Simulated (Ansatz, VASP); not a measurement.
# Two plane-wave programs on ZnRe2

```
CELL_PARAMETERS angstrom
0.00000 2.89662 2.89662
2.89662 0.00000 2.89662
2.89662 2.89662 0.00000
ATOMIC_POSITIONS crystal
Zn 0.00000 0.00000 0.00000
Re 0.75000 0.75000 0.75000
Re 0.25000 0.25000 0.25000
```

Change from the starting cell: species swapped into the Ga2Pt type (Fm-3m, No. 225).

Alike in both runs: task single point; functional PBE; k mesh 6 × 6 × 6; occupations gaussian, width 0.1 eV; collinear spin.

|  | VASP | Ansatz |
| --- | --- | --- |
| version | VASP 6.6.1 | Ansatz 0.2.0 |
| potentials or method | VASP PAW PBE potentials, release 64 (Zn, Re) | scalar-relativistic, plane waves, PAW |
| plane-wave cutoff (eV) | 520 | 420 |
| valence electrons in the cell | 26 | 42 |

Ansatz gave:

- gap on the k mesh at the Fermi level (eV): none
- pressure (GPa): 0.0
- net moment per atom (μB): 0.19
- size of the moment on the site where the two differ most (μB): 0.21

Problem. Estimate VASP's values.

Solution. gap on the k mesh at the Fermi level (eV): none; pressure (GPa): 0.3; net moment per atom (μB): 0.19; size of the moment on the site where the two differ most (μB): 0.27.

Site moments also hang on the region over which each program counts them. A gap of «none» marks a metal or a gap that the smearing closes. The two sets of potentials don't hold the same shells in valence.

The runs have no spin-orbit coupling, so splittings on Re are missing.
